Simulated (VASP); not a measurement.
Here is a VASP 6.6.1 calculation.

INCAR

```
SYSTEM = Al4Cd
ALGO = Normal
EDIFF = 1E-6
EDIFFG = -0.01
ENCUT = 600
GGA = PE
IBRION = 2
ISIF = 3
ISMEAR = 0
LASPH = .True.
LCHARG = .False.
LREAL = .False.
LWAVE = .False.
NELM = 100
NSW = 100
PREC = Accurate
SIGMA = 0.1
```

The input KPOINTS:

```
k-points
0
Gamma
  8 8 8
  0 0 0
```

Contents of POSCAR:

```
Al4Cd
1.0
    0.0000000000      3.8371485570      3.8371485570
    3.8371485570      0.0000000000      3.8371485570
    3.8371485570      3.8371485570      0.0000000000
Al Cd
4 1
Direct
    0.1259285098      0.6222144706      0.1259285098
    0.1259285098      0.1259285098      0.1259285098
    0.6222144706      0.1259285098      0.1259285098
    0.1259285098      0.1259285098      0.6222144706
    0.7500000000      0.7500000000      0.7500000000
```

Potentials or basis: VASP PAW PBE potentials, release 64 (Al, Cd).

Command:

```console
$ cat potpaw_PBE.64/Al/POTCAR potpaw_PBE.64/Cd/POTCAR > POTCAR
$ mpirun -np 1 vasp_std > vasp.out
```

(1) Estimate the band gap on the k mesh.

(2) What does it give for the relaxed cell?

Results:

(1) none (metal or under the smearing width).

(2) a = 5.430 Å, b = 5.430 Å, c = 5.430 Å, α = 60.00°, β = 60.00°, γ = 60.00°.
